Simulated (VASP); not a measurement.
Input:

```yaml
crystal:
  lattice:
    - [4.06558, 0.00000, 0.00000]
    - [-2.03279, 3.52090, 0.00000]
    - [0.00000, 0.00000, 17.30553]
  atoms:
    - { symbol: Re, position: [0.00000, 0.00000, 0.50000] }
    - { symbol: Te, position: [0.33333, 0.66667, 0.59550] }
    - { symbol: Te, position: [0.66667, 0.33333, 0.40449] }
```

Method: PBE GGA, VASP's PBE PAW potentials (set 64) (plane waves; VASP). Settings: 300 eV cut-off, 5×5×1 Γ-centred mesh, Gaussian smearing of 0.14 eV, potentials Re Te.

The cell holds a wide vacuum, so values per volume refer to the whole cell.

Task: Give the energies of bands 3 to 12 at the high-symmetry points, in eV from the Fermi level.

Result: 
```tsv
band	Γ	M	K
3	-4.48	-5.16	-4.59
4	-3.04	-3.67	-3.80
5	-3.04	-2.96	-3.80
6	-1.23	-2.91	-2.55
7	-0.93	-1.87	-2.53
8	-0.93	-1.47	-2.53
9	-0.48	-1.09	-0.55
10	-0.02	-0.23	0.15
11	-0.02	-0.13	0.15
12	2.75	2.44	1.92
```

It has no gap at this level: it comes out as a metal or semimetal.

The cell is a sheet with vacuum, built from a generated structure.
